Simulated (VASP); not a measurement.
# Band gap of GaSb at several levels of theory, part 2 of 3

Aim: the gap of GaSb on one structure at many levels of theory. The starting structure is a measured crystal structure from the Crystallography Open Database. Cell and atoms stay as given. Meshes and data sets differ where the inputs say so.

VASP 6.6.1.

Results so far: LDA no gap; PBE 0.034 eV; r2SCAN 0.449 eV.

The database entry behind the starting cell differs from later determinations by our own check (about 0.4 % long), so it need not match the best structure at ambient conditions.

### 5. Bands with TB-mBJ

Level of this step: TB-mBJ; plane waves and PAW (Sb, Ga_d) (VASP).

TB-mBJ is a local potential fitted to gaps: it costs far less than a hybrid but gives no energy. Its energies, forces and stress mean nothing.

The input, INCAR:

```
SYSTEM = GaSb
PREC = Accurate
ENCUT = 350
EDIFF = 1E-06
NELM = 150
ISMEAR = 0
SIGMA = 0.03
LREAL = .FALSE.
ALGO = Normal
METAGGA = MBJ
LASPH = .TRUE.
NBANDS = 21
LORBIT = 11
LWAVE = .FALSE.
LCHARG = .FALSE.
KPAR = 4
```

The input, POSCAR:

```
GaSb
1.0
    0.0000000000      3.0590000000      3.0590000000
    3.0590000000      0.0000000000      3.0590000000
    3.0590000000      3.0590000000      0.0000000000
Sb Ga
1 1
Direct
    0.7500000000      0.7500000000      0.7500000000
    0.0000000000      0.0000000000      0.0000000000
```

The input, KPOINTS:

```
Automatic mesh
0
Gamma
6 6 6
0 0 0
```

The input, KPOINTS_OPT:

```
Line mode
10
Line-mode
Reciprocal
  0.00000000   0.00000000   0.00000000 GAMMA
  0.50000000   0.00000000   0.50000000 X

  0.50000000   0.00000000   0.50000000 X
  0.50000000   0.25000000   0.75000000 W

  0.50000000   0.25000000   0.75000000 W
  0.37500000   0.37500000   0.75000000 K

  0.37500000   0.37500000   0.75000000 K
  0.00000000   0.00000000   0.00000000 GAMMA

  0.00000000   0.00000000   0.00000000 GAMMA
  0.50000000   0.50000000   0.50000000 L

  0.50000000   0.50000000   0.50000000 L
  0.62500000   0.25000000   0.62500000 U

  0.62500000   0.25000000   0.62500000 U
  0.50000000   0.25000000   0.75000000 W

  0.50000000   0.25000000   0.75000000 W
  0.50000000   0.50000000   0.50000000 L

  0.50000000   0.50000000   0.50000000 L
  0.37500000   0.37500000   0.75000000 K

  0.62500000   0.25000000   0.62500000 U
  0.50000000   0.00000000   0.50000000 X
```

PAW data sets: Sb and Ga_d (PBE family, release 64).

Command:

```console
$ mpirun -np 4 vasp_std
```

What it wrote:

```text
[banner, memory and clock lines left out]
running    4 mpi-ranks, on    1 nodes
[...]
[... a notice as in an earlier step ...]

 LDA part: xc-table for (None), standard interpolation
 POSCAR, INCAR and KPOINTS ok, starting setup
[...]
entering main loop
       N       E                     dE             d eps       ncg     rms          rms(c)
DAV:   1     0.504301002810E+03    0.50430E+03   -0.65898E+03   697   0.847E+02
DAV:   2     0.419886865727E+03   -0.84414E+02   -0.79761E+02   724   0.237E+02
DAV:   3     0.411372278997E+03   -0.85146E+01   -0.84632E+01   795   0.561E+01
DAV:   4     0.411217880824E+03   -0.15440E+00   -0.15435E+00   757   0.832E+00
[...]
DAV:  34     0.412725377427E+03   -0.40699E-04   -0.99661E-10   381   0.166E-04    0.238E-05
DAV:  35     0.412725369680E+03   -0.77470E-05   -0.23072E-10   366   0.108E-04    0.288E-05
DAV:  36     0.412725369052E+03   -0.62823E-06   -0.85336E-11   381   0.586E-05
   1 F= 0.41272537E+03 E0= 0.41272537E+03  d E =-.508667E-19
 Start KPOINTS_OPT (optional k-point list driver)
k-point batch [1-16\100]
       N       E                     dE             ncg
DAV:   1    -0.411381950493E+02   -0.54537E+04      728
DAV:   2    -0.148973710965E+04   -0.14486E+04      711
DAV:   3    -0.163637739215E+04   -0.14664E+03      817
DAV:   4    -0.163940435501E+04   -0.30270E+01      820
DAV:   5    -0.163945450223E+04   -0.50147E-01      810
DAV:   6    -0.163945660035E+04   -0.20981E-02      984
DAV:   7    -0.163945661136E+04   -0.11005E-04      851
DAV:   8    -0.163945661142E+04   -0.59388E-07      568
[...]
k-point batch [97-100\100]
       N       E                     dE             ncg
DAV:   1     0.572734355850E+04   -0.19899E+04      178
DAV:   2     0.535465248184E+04   -0.37269E+03      184
DAV:   3     0.531612055911E+04   -0.38532E+02      206
DAV:   4     0.531536427003E+04   -0.75629E+00      216
DAV:   5     0.531535310211E+04   -0.11168E-01      183
DAV:   6     0.531535256611E+04   -0.53600E-03      272
DAV:   7     0.531535256481E+04   -0.12905E-05      183
DAV:   8     0.531535256480E+04   -0.13457E-07      176
```

Elapsed: 50 s, on 4 MPI ranks of Intel Xeon Platinum 8488C (Sapphire Rapids), shared host; peak memory 0.68 GiB; 3.2 min of CPU time.

Parts of OUTCAR (step 5):

```text
  Total      -68.9702275    -68.9702275    -68.9702275      0.0000000      0.0000000     -0.0000000
  in kB    -1930.2066801  -1930.2066801  -1930.2066801      0.0000000      0.0000000     -0.0000000
  external PRESSURE =   -1930.2066801 kB  Pullay stress =       0.0000000 kB

 POSITION                                       TOTAL-FORCE (eV/Angst)
 -----------------------------------------------------------------------------------
      4.58850      4.58850      4.58850         0.000000      0.000000      0.000000
      0.00000      0.00000      0.00000        -0.000000     -0.000000     -0.000000
 -----------------------------------------------------------------------------------
    total drift:                               -0.000605     -0.000605     -0.000605

  FREE ENERGIE OF THE ION-ELECTRON SYSTEM (eV)
  ---------------------------------------------------
  free  energy   TOTEN  =       412.7253690521 eV

  energy  without entropy=      412.7253690521  energy(sigma->0) =      412.72536905

[... 2 parts as in an earlier step ...]

[... 1 further part left out ...]
[key lines of the parts left out:]
E-fermi :   4.9990
```

TB-mBJ gives a direct gap of 0.870 eV.

### 6. Bands with LDA + spin-orbit coupling

Spin-orbit coupling is switched on in this step.

The input, INCAR:

```
SYSTEM = GaSb
PREC = Accurate
ENCUT = 350
EDIFF = 1E-06
NELM = 100
ISMEAR = 0
SIGMA = 0.03
LREAL = .FALSE.
ALGO = Normal
GGA = CA
LNONCOLLINEAR = .TRUE.
MAGMOM = 0 0 0 0 0 0
NBANDS = 30
GGA_COMPAT = .FALSE.
LASPH = .TRUE.
LSORBIT = .TRUE.
LORBIT = 11
LWAVE = .FALSE.
LCHARG = .FALSE.
KPAR = 4
```

POSCAR is that of step 5.

KPOINTS is that of step 5.

KPOINTS_OPT is that of step 5.

PAW data sets: Sb and Ga_d (LDA family, release 64).

Command:

```console
$ mpirun -np 4 vasp_ncl
```

What it wrote:

```text
[... set-up lines as in an earlier step ...]
 entering main loop
       N       E                     dE             d eps       ncg     rms          rms(c)
DAV:   1     0.102066526555E+03    0.10207E+03   -0.66135E+03  1352   0.120E+03
DAV:   2     0.364006827967E+01   -0.98426E+02   -0.94783E+02  1410   0.319E+02
DAV:   3    -0.846666603757E+01   -0.12107E+02   -0.11990E+02  1606   0.947E+01
DAV:   4    -0.881985781488E+01   -0.35319E+00   -0.35259E+00  1554   0.182E+01
[...]
DAV:  10    -0.870510707693E+01   -0.34291E-04   -0.92595E-05  1532   0.788E-02    0.148E-02
DAV:  11    -0.870511705253E+01   -0.99756E-05   -0.84596E-06  1508   0.302E-02    0.928E-03
DAV:  12    -0.870511686992E+01    0.18261E-06   -0.73192E-07  1242   0.782E-03
   1 F= -.87051169E+01 E0= -.87050372E+01  d E =-.159338E-03  mag=    -0.0000     0.0000    -0.0000
 Start KPOINTS_OPT (optional k-point list driver)
k-point batch [1-22\100]
       N       E                     dE             ncg
DAV:   1     0.136111985468E+03   -0.78548E+04     1364
DAV:   2    -0.205840429293E+04   -0.21945E+04     1430
DAV:   3    -0.233373733546E+04   -0.27533E+03     1620
DAV:   4    -0.234173994243E+04   -0.80026E+01     1586
DAV:   5    -0.234194957635E+04   -0.20963E+00     1722
DAV:   6    -0.234195961189E+04   -0.10036E-01     1892
DAV:   7    -0.234195967418E+04   -0.62288E-04     1762
DAV:   8    -0.234195967522E+04   -0.10363E-05     1336
DAV:   9    -0.234195967539E+04   -0.17209E-06     1092
[...]
k-point batch [89-100\100]
       N       E                     dE             ncg
DAV:   1     0.402147711367E+04   -0.58203E+04      782
DAV:   2     0.284363515373E+04   -0.11778E+04      760
DAV:   3     0.270398007464E+04   -0.13966E+03      936
DAV:   4     0.270043880154E+04   -0.35413E+01      844
DAV:   5     0.270034591147E+04   -0.92890E-01      920
DAV:   6     0.270034177315E+04   -0.41383E-02     1024
DAV:   7     0.270034174829E+04   -0.24854E-04      982
DAV:   8     0.270034174802E+04   -0.26996E-06      738
```

Wall time 62 s (4 MPI ranks); peak memory 0.9 GiB.

OUTCAR, selected parts (step 6):

```text
  Total       -0.5483147     -0.5483147     -0.5483147     -0.0000000      0.0000000     -0.0000000
  in kB      -15.3451814    -15.3451814    -15.3451814     -0.0000000      0.0000000     -0.0000000
  external PRESSURE =     -15.3451814 kB  Pullay stress =       0.0000000 kB

 POSITION                                       TOTAL-FORCE (eV/Angst)
 -----------------------------------------------------------------------------------
      4.58850      4.58850      4.58850         0.000000      0.000000      0.000000
      0.00000      0.00000      0.00000        -0.000000     -0.000000     -0.000000
 -----------------------------------------------------------------------------------
    total drift:                               -0.000001     -0.000001     -0.000001

  FREE ENERGIE OF THE ION-ELECTRON SYSTEM (eV)
  ---------------------------------------------------
  free  energy   TOTEN  =        -8.7051168699 eV

  energy  without entropy=       -8.7049575322  energy(sigma->0) =       -8.70503720

 magnetization (x)
# of ion       s       p       d       tot
------------------------------------------
    1        0.000  -0.000   0.000  -0.000
    2        0.000   0.000   0.000   0.000
--------------------------------------------------
tot          0.000   0.000   0.000   0.000

 magnetization (y)
# of ion       s       p       d       tot
------------------------------------------
    1        0.000   0.000   0.000   0.000
    2        0.000   0.000   0.000   0.000
--------------------------------------------------
tot          0.000   0.000   0.000   0.000

 magnetization (z)
# of ion       s       p       d       tot
------------------------------------------
    1       -0.000   0.000  -0.000   0.000
    2        0.000   0.000   0.000   0.000
--------------------------------------------------
tot          0.000   0.000  -0.000   0.000

[... 1 part as in an earlier step ...]

[... 2 further parts left out ...]
[key lines of the parts left out:]
E-fermi :   4.9174
```

LDA + spin-orbit coupling gives no gap.

### 7. Bands with r2SCAN + spin-orbit coupling

INCAR: that of step 6 with these lines changed.

```diff
@@ -9,3 +9,4 @@
 ALGO = Normal
-GGA = CA
+METAGGA = R2SCAN
+LASPH = .TRUE.
 LNONCOLLINEAR = .TRUE.
@@ -14,3 +15,2 @@
 GGA_COMPAT = .FALSE.
-LASPH = .TRUE.
 LSORBIT = .TRUE.
```

POSCAR is that of step 6.

KPOINTS is that of step 6.

KPOINTS_OPT is that of step 6.

Potentials, in the order of the species: Sb and Ga_d (PBE family, release 64).

Command:

```console
$ mpirun -np 4 vasp_ncl
```

What it wrote:

```text
[... set-up lines as in an earlier step ...]
 entering main loop
       N       E                     dE             d eps       ncg     rms          rms(c)
DAV:   1     0.727641118499E+02    0.72764E+02   -0.68422E+03  1358   0.124E+03
DAV:   2    -0.269596500317E+02   -0.99724E+02   -0.96008E+02  1410   0.330E+02
DAV:   3    -0.391201520872E+02   -0.12161E+02   -0.12048E+02  1590   0.964E+01
DAV:   4    -0.394646640709E+02   -0.34451E+00   -0.34391E+00  1582   0.183E+01
[...]
DAV:  12    -0.376384426194E+02    0.11450E-04   -0.83714E-05  1770   0.135E-01    0.930E-03
DAV:  13    -0.376384392432E+02    0.33762E-05   -0.61847E-06  1470   0.263E-02    0.465E-03
DAV:  14    -0.376384394096E+02   -0.16634E-06   -0.22089E-07   966   0.498E-03
   1 F= -.37638439E+02 E0= -.37638439E+02  d E =-.915514E-10  mag=     0.0000    -0.0000    -0.0000
 Start KPOINTS_OPT (optional k-point list driver)
k-point batch [1-22\100]
       N       E                     dE             ncg
DAV:   1     0.932184538943E+02   -0.78977E+04     1370
DAV:   2    -0.215788144976E+04   -0.22511E+04     1442
DAV:   3    -0.243465340870E+04   -0.27677E+03     1604
DAV:   4    -0.244247650584E+04   -0.78231E+01     1602
DAV:   5    -0.244266668750E+04   -0.19018E+00     1706
DAV:   6    -0.244267579750E+04   -0.91100E-02     1900
DAV:   7    -0.244267585769E+04   -0.60185E-04     1740
DAV:   8    -0.244267585848E+04   -0.79478E-06     1272
[...]
k-point batch [89-100\100]
       N       E                     dE             ncg
DAV:   1     0.398828556240E+04   -0.58535E+04      782
DAV:   2     0.278637152319E+04   -0.12019E+04      752
DAV:   3     0.264647020934E+04   -0.13990E+03      938
DAV:   4     0.264305752001E+04   -0.34127E+01      830
DAV:   5     0.264297196171E+04   -0.85558E-01      926
DAV:   6     0.264296769605E+04   -0.42657E-02     1042
DAV:   7     0.264296767542E+04   -0.20623E-04      994
DAV:   8     0.264296767517E+04   -0.25314E-06      662
```

Elapsed: 4.2 min, on 4 MPI ranks; peak memory 1.1 GiB; 17 min of CPU time.

From OUTCAR (step 7):

```text
  Total        0.1119474      0.1119474      0.1119474      0.0000000     -0.0000000      0.0000000
  in kB        3.1329692      3.1329692      3.1329692      0.0000000     -0.0000000      0.0000000
  external PRESSURE =       3.1329692 kB  Pullay stress =       0.0000000 kB

 POSITION                                       TOTAL-FORCE (eV/Angst)
 -----------------------------------------------------------------------------------
      4.58850      4.58850      4.58850        -0.000000     -0.000000     -0.000000
      0.00000      0.00000      0.00000         0.000000      0.000000      0.000000
 -----------------------------------------------------------------------------------
    total drift:                                0.000003      0.000003      0.000003

  FREE ENERGIE OF THE ION-ELECTRON SYSTEM (eV)
  ---------------------------------------------------
  free  energy   TOTEN  =       -37.6384394096 eV

  energy  without entropy=      -37.6384394095  energy(sigma->0) =      -37.63843941

 magnetization (x)
# of ion       s       p       d       tot
------------------------------------------
    1        0.000   0.000   0.000   0.000
    2       -0.000   0.000  -0.000  -0.000
--------------------------------------------------
tot         -0.000   0.000   0.000  -0.000

 magnetization (y)
# of ion       s       p       d       tot
------------------------------------------
    1        0.000   0.000  -0.000  -0.000
    2       -0.000   0.000   0.000  -0.000
--------------------------------------------------
tot         -0.000   0.000  -0.000  -0.000

 magnetization (z)
# of ion       s       p       d       tot
------------------------------------------
    1        0.000  -0.000   0.000  -0.000
    2       -0.000  -0.000   0.000  -0.000
--------------------------------------------------
tot         -0.000  -0.000   0.000  -0.000

[... 2 parts as in an earlier step ...]

[... 1 further part left out ...]
[key lines of the parts left out:]
E-fermi :   5.0296
```

r2SCAN + spin-orbit coupling gives a direct gap of 0.230 eV. The least gap is -0.219 eV from that of r2SCAN.

### 8. Bands with TB-mBJ + spin-orbit coupling

INCAR: that of step 7 with these lines changed.

```diff
@@ -4,3 +4,3 @@
 EDIFF = 1E-06
-NELM = 100
+NELM = 150
 ISMEAR = 0
@@ -9,3 +9,3 @@
 ALGO = Normal
-METAGGA = R2SCAN
+METAGGA = MBJ
 LASPH = .TRUE.
```

POSCAR is that of step 7.

KPOINTS is that of step 7.

KPOINTS_OPT is that of step 7.

Command:

```console
$ mpirun -np 4 vasp_ncl
```

What it wrote:

```text
[... set-up lines as in an earlier step ...]
 entering main loop
       N       E                     dE             d eps       ncg     rms          rms(c)
DAV:   1     0.517435836712E+03    0.51744E+03   -0.65625E+03  1352   0.119E+03
DAV:   2     0.422704401473E+03   -0.94731E+02   -0.91045E+02  1412   0.315E+02
DAV:   3     0.411468527023E+03   -0.11236E+02   -0.11130E+02  1568   0.905E+01
DAV:   4     0.411162232450E+03   -0.30629E+00   -0.30590E+00  1614   0.169E+01
[...]
DAV:  26     0.412657652163E+03    0.24684E-05   -0.54598E-10   822   0.229E-04    0.189E-05
DAV:  27     0.412657644957E+03   -0.72055E-05   -0.24909E-10   786   0.131E-04    0.398E-05
DAV:  28     0.412657645857E+03    0.89935E-06   -0.90087E-11   780   0.938E-05
   1 F= 0.41265765E+03 E0= 0.41265765E+03  d E =-.415418E-12  mag=     0.0000    -0.0000    -0.0000
 Start KPOINTS_OPT (optional k-point list driver)
k-point batch [1-22\100]
       N       E                     dE             ncg
DAV:   1     0.170890272686E+03   -0.78201E+04     1376
DAV:   2    -0.202049137473E+04   -0.21914E+04     1420
DAV:   3    -0.228466619766E+04   -0.26417E+03     1608
DAV:   4    -0.229206286797E+04   -0.73967E+01     1596
DAV:   5    -0.229224473958E+04   -0.18187E+00     1644
DAV:   6    -0.229225443212E+04   -0.96925E-02     1976
DAV:   7    -0.229225448899E+04   -0.56867E-04     1674
DAV:   8    -0.229225448986E+04   -0.87004E-06     1320
[...]
k-point batch [89-100\100]
       N       E                     dE             ncg
DAV:   1     0.403880764763E+04   -0.58030E+04      782
DAV:   2     0.286505283165E+04   -0.11738E+04      752
DAV:   3     0.273126595545E+04   -0.13379E+03      930
DAV:   4     0.272798656289E+04   -0.32794E+01      824
DAV:   5     0.272790464650E+04   -0.81916E-01      864
DAV:   6     0.272790022390E+04   -0.44226E-02     1074
DAV:   7     0.272790020230E+04   -0.21602E-04      942
DAV:   8     0.272790020203E+04   -0.26322E-06      660
```

Wall time 1.8 min (4 MPI ranks); peak memory 1.2 GiB.

From OUTCAR (step 8):

```text
  Total      -69.0007476    -69.0007476    -69.0007476      0.0000000      0.0000000     -0.0000000
  in kB    -1931.0608178  -1931.0608178  -1931.0608178      0.0000000      0.0000000     -0.0000000
  external PRESSURE =   -1931.0608178 kB  Pullay stress =       0.0000000 kB

 POSITION                                       TOTAL-FORCE (eV/Angst)
 -----------------------------------------------------------------------------------
      4.58850      4.58850      4.58850        -0.000000     -0.000000     -0.000000
      0.00000      0.00000      0.00000         0.000000      0.000000      0.000000
 -----------------------------------------------------------------------------------
    total drift:                               -0.000004     -0.000004     -0.000004

  FREE ENERGIE OF THE ION-ELECTRON SYSTEM (eV)
  ---------------------------------------------------
  free  energy   TOTEN  =       412.6576458565 eV

  energy  without entropy=      412.6576458565  energy(sigma->0) =      412.65764586

 magnetization (y)
# of ion       s       p       d       tot
------------------------------------------
    1        0.000   0.000   0.000   0.000
    2       -0.000  -0.000   0.000  -0.000
--------------------------------------------------
tot         -0.000  -0.000   0.000  -0.000

 magnetization (z)
# of ion       s       p       d       tot
------------------------------------------
    1        0.000  -0.000   0.000   0.000
    2        0.000   0.000   0.000   0.000
--------------------------------------------------
tot          0.000   0.000   0.000   0.000

[... 3 parts as in an earlier step ...]

[... 1 further part left out ...]
[key lines of the parts left out:]
E-fermi :   5.1706
```

TB-mBJ + spin-orbit coupling gives a direct gap of 0.658 eV. The least gap is -0.212 eV from that of TB-mBJ.

(Part 2 of 3 ends here.)

[Lines on the potential files, build, host, timing and source positions are cut from VASP's logs without a mark.]

[Logs are printed without paths, hosts, clocks, repeated set-up lines and the standing remarks that a program may print on its own settings, such as how far it seeks lower states.]

[Hosts, paths, dates, database ids (printed as entryN), source tags and the programs' standing remarks are cut or masked in the printed files.]
